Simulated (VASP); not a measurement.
Here is the system:

```
Li2S
1.0
    0.00000     2.78387     2.78387
    2.78387     0.00000     2.78387
    2.78387     2.78387     0.00000
Li S
2 1
Direct
  0.25000   0.25000   0.25000
  0.75000   0.75000   0.75000
  0.00000   0.00000   0.00000
```

Method: LDA (Ceperley-Alder, Perdew-Zunger), VASP's LDA PAW potentials (set 64) (plane waves; VASP). Run with 620 eV cut-off, 7×7×7 Γ-centred mesh, Gaussian smearing of 0.050 eV, potentials Li_sv S.

Energy and stress use the plane-wave basis of the starting cell.

Q: The ions, cell shape and volume at an external pressure of 5.0 GPa are relaxed. Predict the relaxed structure.

A: 
```
Li2S
1.0
    0.00000     2.69909     2.69909
    2.69909     0.00000     2.69909
    2.69909     2.69909     0.00000
Li S
2 1
Direct
  0.25000   0.25000   0.25000
  0.75000   0.75000   0.75000
  0.00000   0.00000   0.00000
```
Space group Fm-3m (225), at a tolerance of 0.03 Å.

Q: How do energy and volume change from the first to the last step?

A: The energy (σ→0) changes by +17.6 meV/atom and the volume by -8.9 %, in 3 ionic steps.

```tsv
step	E(σ→0) (eV)	max force (eV/Å)	pressure (GPa)	volume (Å³)
1	-13.0139	0.000	-0.15	43.15
2	-12.9870	0.000	3.38	40.33
3	-12.9611	0.000	4.93	39.33
```

The compound is Li2S in the antifluorite structure. This run relaxes it under an external pressure of 5 GPa. Symmetry was kept, so distortions that lower it aren't found.
